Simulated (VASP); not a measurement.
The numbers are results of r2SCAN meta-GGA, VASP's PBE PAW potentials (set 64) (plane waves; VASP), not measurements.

The input files of a VASP run:

### INCAR
```
# general
SYSTEM  = Er
PREC    = Accurate
ENCUT   = 480
LREAL   = .FALSE.
LASPH   = .TRUE.

# electronic loop
EDIFF   = 1E-7
NELM    = 100
ALGO    = Normal
LMAXMIX = 6
LMIXTAU = .TRUE.

# smearing
ISMEAR  = 1
SIGMA   = 0.1

# functional
METAGGA = R2SCAN

# ions
ISIF    = 2

# output
LWAVE   = .FALSE.
LCHARG  = .FALSE.
```

**KPOINTS**
```
Automatic mesh
0
Gamma
12 12 6
0 0 0
```

**POSCAR**
```
Er
1
    1.7903154502    -3.1009168762     0.0000000000
    1.7903154502     3.1009168762    -0.0000000000
    0.0000000000     0.0000000000     5.5369119362
Er
2
Direct
  0.3333330000   0.6666670000   0.2500000000
  0.6666670000   0.3333330000   0.7500000000
```

POTCAR, in this order: Er_3 (PBE.64 set). Program: vasp_std.

The resulting files:

File OSZICAR:
```
       N       E                     dE             d eps       ncg     rms          rms(c)
DAV:   1    -0.104129589398E+02   -0.10413E+02   -0.86784E+03  3198   0.134E+03
DAV:   2    -0.669967639085E+02   -0.56584E+02   -0.55097E+02  3324   0.555E+02
DAV:   3    -0.695952079117E+02   -0.25984E+01   -0.24609E+01  3604   0.623E+01
DAV:   4    -0.697080657652E+02   -0.11286E+00   -0.10768E+00  3523   0.105E+01
DAV:   5    -0.697130512874E+02   -0.49855E-02   -0.49479E-02  3450   0.232E+00    0.291E+01
DAV:   6    -0.680755634385E+02    0.16375E+01   -0.35468E-01  3229   0.119E+01    0.158E+01
DAV:   7    -0.666047850564E+02    0.14708E+01   -0.53194E-01  3577   0.122E+01    0.122E+00
DAV:   8    -0.679885369157E+02   -0.13838E+01   -0.51945E-01  3792   0.905E+00    0.308E+00
DAV:   9    -0.678577843697E+02    0.13075E+00   -0.57449E-02  3220   0.331E+00    0.863E-01
DAV:  10    -0.678188021567E+02    0.38982E-01   -0.18434E-03  3282   0.658E-01    0.987E-01
DAV:  11    -0.678141672203E+02    0.46349E-02   -0.10444E-02  2499   0.137E+00    0.546E-01
DAV:  12    -0.678049953496E+02    0.91719E-02   -0.90299E-02  2853   0.344E+00    0.459E-01
DAV:  13    -0.678147286291E+02   -0.97333E-02   -0.44367E-03  3106   0.909E-01    0.260E-01
DAV:  14    -0.678141535207E+02    0.57511E-03   -0.94514E-05  3392   0.144E-01    0.205E-01
DAV:  15    -0.678172782476E+02   -0.31247E-02   -0.31325E-03  2509   0.639E-01    0.238E-01
DAV:  16    -0.678174156913E+02   -0.13744E-03   -0.11734E-04  3378   0.149E-01    0.170E-01
DAV:  17    -0.678173498132E+02    0.65878E-04   -0.16291E-05  3028   0.509E-02    0.640E-02
DAV:  18    -0.678173309882E+02    0.18825E-04   -0.11458E-05  3310   0.392E-02    0.190E-02
DAV:  19    -0.678173124297E+02    0.18558E-04   -0.45386E-06  3218   0.301E-02    0.967E-03
DAV:  20    -0.678173349216E+02   -0.22492E-04   -0.77001E-06  3333   0.428E-02    0.735E-03
DAV:  21    -0.678173226191E+02    0.12302E-04   -0.18842E-06  3328   0.215E-02    0.440E-03
DAV:  22    -0.678173291758E+02   -0.65567E-05   -0.14158E-07  1667   0.799E-03    0.125E-03
DAV:  23    -0.678173264576E+02    0.27182E-05   -0.36168E-08  1303   0.763E-03    0.640E-04
DAV:  24    -0.678173259114E+02    0.54624E-06   -0.20938E-08  1288   0.328E-03    0.472E-04
DAV:  25    -0.678173262004E+02   -0.28901E-06   -0.12571E-08  1258   0.429E-03    0.517E-04
DAV:  26    -0.678173257579E+02    0.44246E-06   -0.84993E-09  1243   0.297E-03    0.144E-04
DAV:  27    -0.678173258915E+02   -0.13359E-06   -0.69293E-09  1243   0.321E-03    0.248E-04
DAV:  28    -0.678173258334E+02    0.58080E-07   -0.59116E-09  1228   0.253E-03
   1 F= -.67817326E+02 E0= -.67818119E+02  d E =0.237907E-02
```

OUTCAR:
```
------------------------ aborting loop because EDIFF is reached ----------------------------------------
  FORCE on cell =-STRESS in cart. coord.  units (eV):
  Direction    XX          YY          ZZ          XY          YZ          ZX
  --------------------------------------------------------------------------------------
  Total        0.0535230      0.0535230     -0.0238454     -0.0000000     -0.0000000      0.0000000
  in kB        1.3948705      1.3948701     -0.6214379     -0.0000000     -0.0000000      0.0000000
  external PRESSURE =       0.7227676 kB  Pullay stress =       0.0000000 kB
  volume of cell :       61.48
      direct lattice vectors                 reciprocal lattice vectors
     1.790315450 -3.100916876  0.000000000     0.279280392 -0.161242632  0.000000000
     1.790315450  3.100916876  0.000000000     0.279280392  0.161242632  0.000000000
     0.000000000  0.000000000  5.536911936     0.000000000  0.000000000  0.180606087
 POSITION                                       TOTAL-FORCE (eV/Angst)
 -----------------------------------------------------------------------------------
      1.79032      1.03364      1.38423        -0.000000     -0.000000      0.000000
      1.79032     -1.03364      4.15268         0.000000      0.000000      0.000000
 -----------------------------------------------------------------------------------
    total drift:                                0.000003      0.000090     -0.000011
  FREE ENERGIE OF THE ION-ELECTRON SYSTEM (eV)
  ---------------------------------------------------
  free  energy   TOTEN  =       -67.8173258334 eV

  energy  without entropy=      -67.8197048994  energy(sigma->0) =      -67.81811886
```
(Selected blocks of OUTCAR.)

The 4f electrons are frozen in the core of the lanthanide potential, so 4f levels, which can set the real gap, and their magnetism are missing.

The compound is Er in the hcp structure. It was relaxed first.
